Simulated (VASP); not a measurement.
# HfCl4 in VASP: notebook, part 2 of 2

VASP 6.6.1.

## (4) Single point, RPBE

File INCAR:

```
SYSTEM = HfCl4
PREC = Accurate
ENCUT = 400
EDIFF = 1E-7
ISMEAR = 0
SIGMA = 0.01
LREAL = .FALSE.
LASPH = .TRUE.
NELM = 60
ALGO = Normal
ISIF = 2
LWAVE = .FALSE.
LCHARG = .FALSE.
GGA = RP
NBANDS = 27
ISYM = 0
```

File KPOINTS:

```
Automatic mesh
0
G
  1 1 1
  0 0 0
```

File POSCAR:

```
HfCl4                                   
1.0
   14.0357389530      0.0000000000      0.0000000000
    0.0000000000     14.5357389530      0.0000000000
    0.0000000000      0.0000000000     15.0357389530
  Hf              Cl            
     1     4
Selective dynamics
Direct
     0.4999965332999992    0.5034335218999999    0.4999968914000021   F   F   F
     0.3593349287479645    0.4636941366532920    0.4305696253671746   T   T   T
     0.4774700592571756    0.5049893784211816    0.6519617921841260   T   T   T
     0.6162860538740020    0.3975099763478834    0.4644065745385188   T   T   T
     0.5469127571715132    0.6475697298373470    0.4530654256369273   T   T   T
```

Potentials or basis: VASP PAW PBE potentials, release 64 (Hf_pv, Cl).

On the command line:

```
$ cat potpaw_PBE.64/Hf_pv/POTCAR potpaw_PBE.64/Cl/POTCAR > POTCAR
$ mpirun -np 4 vasp_gam > vasp.out
```

OUTCAR:

```text
SYSTEM = HfCl4
   PREC = Accurate
   ENCUT = 400
   EDIFF = 1E-7
   ISMEAR = 0
   LREAL = .FALSE.
   LASPH = .TRUE.
   NELM = 60
   ISIF = 2
   GGA = RP
   ISYM = 0

 ion  position               nearest neighbor table
   1  0.500  0.503  0.500-   4 2.31   5 2.31   2 2.31   3 2.31
   2  0.359  0.464  0.431-   1 2.31
   3  0.477  0.505  0.652-   1 2.31
   4  0.616  0.398  0.464-   1 2.31
   5  0.547  0.648  0.453-   1 2.31

IMPORTANT INFORMATION: All symmetrisations will be switched off!
NOSYMM: (Re-)initialisation of all symmetry stuff for point group C_1.

----------------------------------------------------------------------------------------

                                     Primitive cell

  volume of cell :    3067.5890

  direct lattice vectors                    reciprocal lattice vectors
    14.035738953  0.000000000  0.000000000     0.071246694  0.000000000  0.000000000
     0.000000000 14.535738953  0.000000000     0.000000000  0.068795952  0.000000000
     0.000000000  0.000000000 15.035738953     0.000000000  0.000000000  0.066508204

  length of vectors
    14.035738953 14.535738953 15.035738953     0.071246694  0.068795952  0.066508204

  position of ions in fractional coordinates (direct lattice)
     0.499996533  0.503433522  0.499996891
     0.359334929  0.463694137  0.430569625
     0.477470059  0.504989378  0.651961792
     0.616286054  0.397509976  0.464406575
     0.546912757  0.647569730  0.453065426

  ion indices of the primitive-cell ions
   primitive index   ion index
                 1           1
                 2           2
                 3           3
                 4           4
                 5           5

----------------------------------------------------------------------------------------

 KPOINTS: Automatic mesh

Automatic generation of k-mesh.
 Grid dimensions read from file:
 generate k-points for:    1    1    1

 Generating k-lattice:

  Cartesian coordinates                     Fractional coordinates (reciprocal lattice)
     0.071246694  0.000000000  0.000000000     1.000000000  0.000000000  0.000000000
     0.000000000  0.068795952  0.000000000     0.000000000  1.000000000  0.000000000
     0.000000000  0.000000000  0.066508204     0.000000000  0.000000000  1.000000000

  Length of vectors
     0.071246694  0.068795952  0.066508204

  Shift w.r.t. Gamma in fractional coordinates (k-lattice)
     0.000000000  0.000000000  0.000000000

 Subroutine IBZKPT returns following result:
 ===========================================

 Found      1 irreducible k-points:

 Following reciprocal coordinates:
            Coordinates               Weight
  0.000000  0.000000  0.000000      1.000000
   k-points           NKPTS =      1   k-points in BZ     NKDIM =      1   number of bands    NBANDS=     28
   number of dos      NEDOS =    301   number of ions     NIONS =      5
   total plane-waves  NPLWV = 903168
   dimension x,y,z NGX =    96 NGY =   96 NGZ =   98
   dimension x,y,z NGXF=   192 NGYF=  192 NGZF=  196
   ions per type =               1   4
   NGX,Y,Z   is equivalent  to a cutoff of  11.37, 10.98, 10.84 a.u.
   NGXF,Y,Z  is equivalent  to a cutoff of  22.74, 21.96, 21.67 a.u.
 SYSTEM =  HfCl4
   PREC   = accura    normal or accurate (medium, high low for compatibility)
   ISTART =      0    job   : 0-new  1-cont  2-samecut
   ICHARG =      2    charge: 1-file 2-atom 10-const
   ISPIN  =      1    spin polarized calculation?
   LNONCOLLINEAR =      F non collinear calculations
   LSORBIT =      F    spin-orbit coupling
   LASPH  =      T    aspherical Exc in radial PAW
   ENCUT  =  400.0 eV  29.40 Ry    5.42 a.u.  22.89 23.70 24.52*2*pi/ulx,y,z
   NELM   =     60;   NELMIN=  2; NELMDL= -5     # of ELM steps
   EDIFF  = 0.1E-06   stopping-criterion for ELM
   LREAL  =      F    real-space projection
   EDIFFG = 0.1E-05   stopping-criterion for IOM
   NSW    =      0    number of steps for IOM
   IBRION =     -1    ionic relax: 0-MD 1-quasi-New 2-CG
   NFREE  =      0    steps in history (QN), initial steepest desc. (CG)
   ISIF   =      2    stress and relaxation
   ISYM   =      0    0-nonsym 1-usesym 2-fastsym
   POTIM  = 0.5000    time-step for ionic-motion
   TEBEG  =    0.0;   TEEND  =   0.0 temperature during run
   PSTRESS=    0.0 pullay stress
   NELECT =      38.0000    total number of electrons
   NUPDOWN=      -1.0000    fix difference up-down
   EMIN   =  10.00;   EMAX   =-10.00  energy-range for DOS
   EFERMI =   0.00;   METHOD = LEGACY
   ISMEAR =     0;   SIGMA  =   0.01  broadening in eV -4-tet -1-fermi 0-gaus
   EFERMI_NEDOS =   21; number of points for ismear=-14 and -15
   IALGO  =     38    algorithm
   IMIX   =      4    mixing-type and parameters
     AMIX     =   0.40;   BMIX     =  1.00
     AMIX_MAG =   1.60;   BMIX_MAG =  1.00
  volume/ion in A,a.u.               =     613.52      4140.22
  Fermi-wavevector in a.u.,A,eV,Ry     =   0.378794  0.715818  1.952235  0.143485
  Thomas-Fermi vector in A             =   1.312368
   LORBIT       =      0    0 simple, 1 ext, 2 COOP (PROOUT), +10 PAW based schemes
   GGA     = RP    functional components
   LHFCALC =     F    Hartree Fock is set to
   AEXX    =    0.0000 exact exchange contribution
   IVDW    =     0    specifies the selected vdW correction
   LEPSILON=     F    determine dielectric tensor
   LRPA    =     F    only Hartree local field effects (RPA)
 non-spin polarized calculation
 Gauss-broadening in eV      SIGMA  =   0.01
  energy-cutoff  :      400.00
  volume of cell :     3067.59
 maximum number of plane-waves:     27838
 NGX is ok and might be reduce to    90
   NGX = 45   NGY = 47   NGZ = 49

 number of electron      38.0000000 magnetization

 Free energy of the ion-electron system (eV)
  ---------------------------------------------------
  ext. energy  EPLUGINS =         0.00000000
  ---------------------------------------------------
  free energy    TOTEN  =       -25.46550120 eV

  energy without entropy =      -25.46550120  energy(sigma->0) =      -25.46550120

 E-fermi :  -7.8624     XC(G=0):  -0.7079

 val. band max:       -7.9519582555   @ k =   0.0000   0.0000   0.0000
 cond. band min:      -2.5458289869   @ k =   0.0000   0.0000   0.0000
 fundamental gap:      5.4061292686
 Fermi energy:        -7.8623581178

 k-point     1 :       0.0000    0.0000    0.0000
  band No.  band energies     occupation
      1     -36.9201      2.00000
      2     -36.9200      2.00000
      3     -36.9199      2.00000
      4     -20.5713      2.00000
      5     -20.2673      2.00000
      6     -20.2669      2.00000
[... 20 lines left out ...]
     27       0.3257      0.00000
     28       0.3533      0.00000

------------------------ aborting loop because EDIFF is reached ----------------------------------------

  FORCE on cell =-STRESS in cart. coord.  units (eV):
  Direction    XX          YY          ZZ          XY          YZ          ZX
  --------------------------------------------------------------------------------------
  -------------------------------------------------------------------------------------
  Total        0.7674284      0.7694162      0.7700747      0.0002981     -0.0003049     -0.0003171
  in kB        0.4008217      0.4018600      0.4022039      0.0001557     -0.0001592     -0.0001656
  external PRESSURE =       0.4016285 kB  Pullay stress =       0.0000000 kB

 VOLUME and BASIS-vectors are now :
 -----------------------------------------------------------------------------
  energy-cutoff  :      400.00
  volume of cell :     3067.59
      direct lattice vectors                 reciprocal lattice vectors
    14.035738953  0.000000000  0.000000000     0.071246694  0.000000000  0.000000000
     0.000000000 14.535738953  0.000000000     0.000000000  0.068795952  0.000000000
     0.000000000  0.000000000 15.035738953     0.000000000  0.000000000  0.066508204

 POSITION                                       TOTAL-FORCE (eV/Angst)
 -----------------------------------------------------------------------------------
      7.01782      7.31778      7.51782         0.000309     -0.000212     -0.000349
      5.04353      6.74014      6.47393        -0.233227     -0.068430     -0.122929
      6.70165      7.34039      9.80273        -0.037087      0.002417      0.269841
      8.65003      5.77810      6.98270         0.192187     -0.181615     -0.062996
      7.67632      9.41290      6.81217         0.077818      0.247840     -0.083567
 -----------------------------------------------------------------------------------
    total drift:                               -0.000028      0.000560     -0.000737

  FREE ENERGIE OF THE ION-ELECTRON SYSTEM (eV)
  ---------------------------------------------------
  free  energy   TOTEN  =       -25.4655011971 eV

  energy  without entropy=      -25.4655011971  energy(sigma->0) =      -25.46550120
```

It took 62 s on 4 MPI ranks of Intel Xeon 6975P-C (Granite Rapids), shared host; peak memory 0.53 GiB.

Results:

| Item | Value |
| --- | --- |
| Free energy | -25.4655 eV |
| Largest force | 0.273 eV/Å |
| Gap between the frontier levels | 5.41 eV |

Forces in eV/Å, atoms in the order of the input:
```
Hf   0.000  0.000  0.000
Cl  -0.233 -0.068 -0.123
Cl  -0.037  0.002  0.270
Cl   0.192 -0.182 -0.063
Cl   0.078  0.248 -0.084
```

Caveat: the PAW data sets were made with another functional, which shifts forces and pressure a little; spin-orbit coupling is left out, which moves the levels of the heavy elements.

## (5) The runs side by side

```csv
task,level,cell,atoms held fixed (from 0),gap on the mesh (eV),largest force (eV/Å)
relaxation of the atoms,PBE+D3(BJ),atoms relaxed,[0],5.36,-
single point,PBE,as given,-,5.36,0.03
single point,RPBE,as given,-,5.41,0.27
```

Alike in all rows: potentials or basis VASP PAW PBE potentials, release 64 (Hf_pv, Cl); no spin polarisation; k mesh 1 × 1 × 1; cutoff (eV) 400; smearing gaussian 0.01 eV.

Caveats: spin-orbit coupling is left out, which moves the levels of the heavy elements; the PAW data sets were made with another functional, which shifts forces and pressure a little (some runs).

Absolute energies hang on the potentials; compare differences alone.
